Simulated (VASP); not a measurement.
Method: SCAN meta-GGA, VASP's PBE PAW potentials (set 64) (plane waves; VASP 6.6.1).

VASP ran on this input.

**INCAR**
```
SYSTEM = AuZn
PREC = Accurate
ENCUT = 520
EDIFF = 1E-7
NELM = 100
ALGO = Normal
LREAL = .FALSE.
LASPH = .TRUE.
ISMEAR = 1
SIGMA = 0.1
METAGGA = SCAN
LMIXTAU = .TRUE.
LMAXMIX = 6
LWAVE = .FALSE.
LCHARG = .FALSE.
ISIF = 2
```

**POSCAR**
```
AuZn
1
    3.1243011415     0.0000000000     0.0000000000
    0.0000000000     3.1243011415     0.0000000000
    0.0000000000     0.0000000000     3.1243011415
Zn Au
1 1
Direct
  0.5000000000   0.5000000000   0.5000000000
  0.0000000000   0.0000000000   0.0000000000
```

### KPOINTS
```
Automatic mesh
0
Gamma
12 12 12
0 0 0
```

POTCAR, in this order: Zn Au (PBE.64 set). Program: vasp_std.

Unless said otherwise, spin-orbit coupling is left out, though it shifts the bands of the heavy elements here.

### Question
Estimate the energy per atom (σ→0), band gap (on the k-mesh).

### Answer

```
Quantity                                                    Result
------------------------  ----------------------------------------
energy per atom (σ→0)                              -41607 meV/atom
band gap (on the k-mesh)  none (metal, semimetal or under 0.01 eV)
```

**OSZICAR**
```
...
DAV:  13    -0.832141373489E+02    0.59980E-05   -0.20239E-04  3139   0.401E-01    0.203E-02
DAV:  14    -0.832141316771E+02    0.56719E-05   -0.12273E-04  2723   0.181E-01    0.148E-02
DAV:  15    -0.832141464677E+02   -0.14791E-04   -0.22651E-05  2744   0.717E-02    0.317E-03
DAV:  16    -0.832141417421E+02    0.47257E-05   -0.25726E-06  2800   0.188E-02    0.210E-03
DAV:  17    -0.832141412142E+02    0.52784E-06   -0.41087E-07  2723   0.815E-03    0.821E-04
DAV:  18    -0.832141409185E+02    0.29578E-06   -0.64346E-08  1631   0.390E-03    0.265E-04
DAV:  19    -0.832141409510E+02   -0.32543E-07   -0.14901E-08  1358   0.213E-03
   1 F= -.83214141E+02 E0= -.83214037E+02  d E =-.312804E-03
```

The compound is AuZn in the CsCl type structure. It was relaxed first. The electron count is odd and the run is not spin-polarised, which forces a metal.
